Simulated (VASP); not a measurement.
A run of VASP 6.6.1 is set up as follows.

INCAR

```
  ALGO = Fast
  EDIFF = 1E-4
  EDIFFG = -0.08
  ENCUT = 520
  GGA = PE
  IBRION = 2
  ISIF = 3
  ISMEAR = 0
  LASPH = True
  LCHARG = False
  LREAL = False
  LWAVE = False
  NELM = 60
  NSW = 24
  PREC = Normal
  SIGMA = 0.15
```

The input KPOINTS:

```
k-points
0
Gamma
  3 3 4
```

File POSCAR:

```
Si3P4
1.0
    3.5006238400     -4.8629560200      0.0000000000
    3.5006238400      4.8629560200      0.0000000000
    0.0000000000      0.0000000000      3.5010967500
Si P
3 4
Direct
    0.5000000000      0.0000000000      0.5000000000
    0.0000000000      0.5000000000      0.5000000000
    0.0000000000      0.0000000000      0.0000000000
    0.2531226300      0.2531226300      0.5000000000
    0.7468773700      0.7468773700      0.5000000000
    0.7399198000      0.2600802000      0.0000000000
    0.2600802000      0.7399198000      0.0000000000
```

Potentials or basis: VASP PAW PBE potentials, release 64 (Si, P).

Command:

```bash
$ cat potpaw_PBE.64/Si/POTCAR potpaw_PBE.64/P/POTCAR > POTCAR
$ mpirun -np 1 vasp_std > vasp.out
```

Question: Estimate the relaxed volume.

Answer: 16.45 Å³/atom.

Question: What does it give for the band gap on the k mesh?

Answer: None (metal or under the smearing width).

Question: What does it give for the relaxed cell?

Answer: a = 5.977 Å, b = 5.977 Å, c = 3.522 Å, α = 90.00°, β = 90.00°, γ = 113.73°.

Question: What does it give for the space group after relaxing (to 0.05 Å)?

Answer: Cmmm (No. 65).

Final structure:
```yaml
crystal:
  lattice:
    - [3.26693, -5.00495, 0.00000]
    - [3.26693, 5.00495, 0.00000]
    - [0.00000, 0.00000, 3.52156]
  atoms:
    - { symbol: Si, position: [0.50000, 0.00000, 0.50000] }
    - { symbol: Si, position: [0.00000, 0.50000, 0.50000] }
    - { symbol: Si, position: [0.00000, 0.00000, 0.00000] }
    - { symbol: P, position: [0.26074, 0.26074, 0.50000] }
    - { symbol: P, position: [0.73926, 0.73926, 0.50000] }
    - { symbol: P, position: [0.76469, 0.23531, 0.00000] }
    - { symbol: P, position: [0.23531, 0.76469, 0.00000] }
```

Caveat: the k mesh is coarse (spacing up to 0.45 Å⁻¹), so the values aren't converged.
